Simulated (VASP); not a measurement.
An input for Ansatz (written as the equivalent of a VASP run, and not itself run):

Ansatz 0.2 input:
```yaml
crystal:
  lattice:
    - [0.0000000, 2.1004626, 2.1004626]
    - [2.1004626, 0.0000000, 2.1004626]
    - [2.1004626, 2.1004626, 0.0000000]
  atoms:
    - { symbol: Mg, position: [0.0000000, 0.0000000, 0.0000000] }
    - { symbol: O, position: [0.5000000, 0.5000000, 0.5000000] }
kpoints:
  mp_grid: { grid: [11, 11, 11] }
hamiltonian:
  xc: pbe
  pseudopotentials: { kind: paw }
scf:
  occupations: { method: gaussian, width: 0.05 }
  max_iter: 100
relax:
  max_steps: 40
  f_tol: 0.02
  cell: { p_target: 10 }
output: { forces: true, stress: true, eigenvalues: true }
```

Q: Write the VASP files for the same calculation (PBE).

A: Several could match; the one computed here: 
POSCAR:
```
MgO
1.0
  0.0000000000   2.1004625508   2.1004625508
  2.1004625508   0.0000000000   2.1004625508
  2.1004625508   2.1004625508   0.0000000000
Mg O
1 1
Cartesian
  0.0000000000   0.0000000000   0.0000000000
  2.1004625508   2.1004625508   2.1004625508
```

File KPOINTS:
```
kpoints
0
G
  11 11 11
```

**INCAR**
```
# general
SYSTEM  = MgO
PREC    = Accurate
ENCUT   = 620
LREAL   = .FALSE.
LASPH   = .TRUE.

# electronic loop
EDIFF   = 1E-6
NELM    = 100
ALGO    = Normal

# smearing
ISMEAR  = 0
SIGMA   = 0.05

# functional
GGA     = PE

# ions
IBRION  = 2
NSW     = 40
ISIF    = 3
EDIFFG  = -0.02
PSTRESS = 100

# output
LWAVE   = .FALSE.
LCHARG  = .FALSE.
```

POTCAR, in this order: Mg O (PBE.64 set). Program: vasp_std.

The two are equivalent in intent, not identical: each code has its own PAW files, so the cut-off isn't converted (ENCUT is set for VASP's; basis.ecutwfc is left out, and Ansatz then takes the one that its files recommend); Ansatz stops its SCF on the density residual and VASP on the energy change (EDIFF).

The compound is MgO in the rock salt structure. This run relaxes it under an external pressure of 10 GPa. Symmetry was kept, so distortions that lower it aren't found.
